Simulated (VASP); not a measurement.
Given:

```yaml
crystal:
  lattice:
    - [0.00000, 3.22787, 3.22787]
    - [3.22787, 0.00000, 3.22787]
    - [3.22787, 3.22787, 0.00000]
  atoms:
    - { symbol: Na, position: [0.25000, 0.25000, 0.25000] }
    - { symbol: Na, position: [0.75000, 0.75000, 0.75000] }
    - { symbol: S, position: [0.00000, 0.00000, 0.00000] }
```

These are PBE GGA with D3 dispersion (zero damping), VASP's PBE PAW potentials (set 64) (plane waves; VASP 6.6.1) values and carry that method's errors. Numerical set-up: 520 eV cut-off, 6×6×6 Γ-centred mesh, Gaussian smearing of 0.050 eV, potentials Na_pv S.

Q: Give the energy at these volumes per atom, relative to the lowest: 20.95, 21.62, 22.28, 22.95, 23.62 Å³.

A: 10.2, 2.8, 0.0, 1.0, 5.3 meV/atom. A third-order Birch-Murnaghan fit gives B0 = 29.8 GPa and B0′ = 4.8.

Measured: a 6.537 Å (computed value off by -1.2 %), as given by Some thermoelectric phenomena in copper chalcogenides replaced by lithium and sodium alkaline metals, Nanomaterials …. The calculation is for a static lattice, while the measured a holds thermal and zero-point effects, which are part of the difference.

The compound is Na2S in the antifluorite structure. It was relaxed first.
